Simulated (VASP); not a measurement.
Input:

```
MgTe
1.0
    0.00000     2.95312     2.95312
    2.95312     0.00000     2.95312
    2.95312     2.95312     0.00000
Mg Te
1 1
Direct
  0.00000   0.00000   0.00000
  0.50000   0.50000   0.50000
```

These are PBEsol GGA, VASP's PBE PAW potentials (set 64) (plane waves; VASP) values and carry that method's errors. Settings: 400 eV cut-off, Gaussian smearing of 0.050 eV, potentials Mg Te.

Unless said otherwise, spin-orbit coupling is left out, though it shifts the bands of the heavy elements here.

**Question.** Give the energies of bands 2 to 7 at the high-symmetry points, in eV from the valence-band maximum.

**Answer.** 
| band | Γ | X | U | L | W |
|---|---|---|---|---|---|
| 2 | -0.01 | -4.24 | -3.79 | -4.99 | -3.36 |
| 3 | -0.01 | -1.89 | -3.50 | -0.54 | -3.36 |
| 4 | -0.01 | -1.89 | -1.51 | -0.54 | -2.83 |
| 5 | 2.24 | 0.43 | 1.71 | 3.10 | 3.31 |
| 6 | 5.93 | 2.94 | 5.15 | 4.41 | 5.28 |
| 7 | 5.93 | 10.15 | 7.16 | 4.41 | 6.34 |

The gap is indirect, 0.43 eV, from the valence maximum at K-Γ at 0.86 to the conduction minimum at X.

The structure was generated: MgTe was put into the rock salt type (Fm-3m), which need not be its known phase. It was relaxed first, which changed the volume by -6 %.
